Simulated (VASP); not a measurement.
## LaTl (space group Pm-3m): computed properties

Computed with r2SCAN+rVV10, VASP's PBE PAW potentials (set 64) (plane waves; VASP 6.6.1).

```
Property                                                                                                Value
----------------------------------  -------------------------------------------------------------------------
space group                                                                                       Pm-3m (221)
cell                                a = 3.952 Å, b = 3.952 Å, c = 3.952 Å, α = 90.00°, β = 90.00°, γ = 90.00°
volume per atom                                                                                 30.86 Å³/atom
band gap (over mesh and band path)                                   none (metal, semimetal or under 0.01 eV)
density                                                                                            9.24 g/cm³
```

Space group Pm-3m (No. 221); a = b = c = 3.952 Å, α = β = γ = 90.00°

```tsv
atom	site	symmetry	x	y	z
Tl	1b	m-3m	0.5000	0.5000	0.5000
La	1a	m-3m	0.0000	0.0000	0.0000
```

Unless said otherwise, spin-orbit coupling is left out, though it shifts the bands of the heavy elements here.

The structure comes from a measured LaTl entry (Pm-3m) of the Crystallography Open Database, whose conditions weren't checked. It was relaxed first. Symmetry was kept, so distortions that lower it aren't found.
